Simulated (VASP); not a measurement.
ReB:

```
Re B
1.0
     1.92110    0.00000    0.00000
     0.00000    1.92110    0.00000
     0.00000    0.00000    3.84220
Re B
1 1
Cartesian
  0.0000 0.0000 1.9211
  0.0000 0.0000 0.0000
```

The cell was built by a generator and needn't be a form met in nature.

* Program: VASP 6.6.1
* Task: relaxation of cell and atoms
* Functional: PBE
* Potentials or basis: VASP PAW PBE potentials, release 64 (Re, B)
* Cutoff: 600 eV
* k mesh: 8 × 8 × 4
* Occupations: gaussian, width 0.1 eV
* Spin: no spin polarisation

At the start: pressure 489.3 GPa; volume 7.09 Å³/atom.

**Question.** Where does the relaxation end?

**Answer.** Over 4 steps the energy falls by 5723.9 meV/atom and the volume is 17.79 Å³/atom (+150.9 %); space group P4/mmm (No. 123, to 0.05 Å).

Step by step:
| step | energy change (eV) | largest force (eV/Å) | pressure (GPa) | volume (Å³) |
| --- | --- | --- | --- | --- |
| 1 | 0.0000 | 0.0000 | 489.28 | 14.18 |
| 2 | 5.6297 | 0.0000 | -39.25 | 118.89 |
| 3 | -10.2515 | 0.0000 | -35.81 | 41.31 |
| 4 | -11.4479 | 0.0000 | -32.69 | 35.58 |

Final structure:
```xyz
2
Lattice="2.7203 0.0000 0.0000 0.0000 2.7203 0.0000 0.0000 0.0000 4.8084" Properties=species:S:1:pos:R:3 pbc="T T T"
Re    0.0000    0.0000    2.4042
B     0.0000    0.0000    0.0000
```

Caveat: the k mesh is coarse (spacing up to 0.41 Å⁻¹), so the values aren't converged; the volume moved by over 15 % at a fixed basis, so the end points are rough.
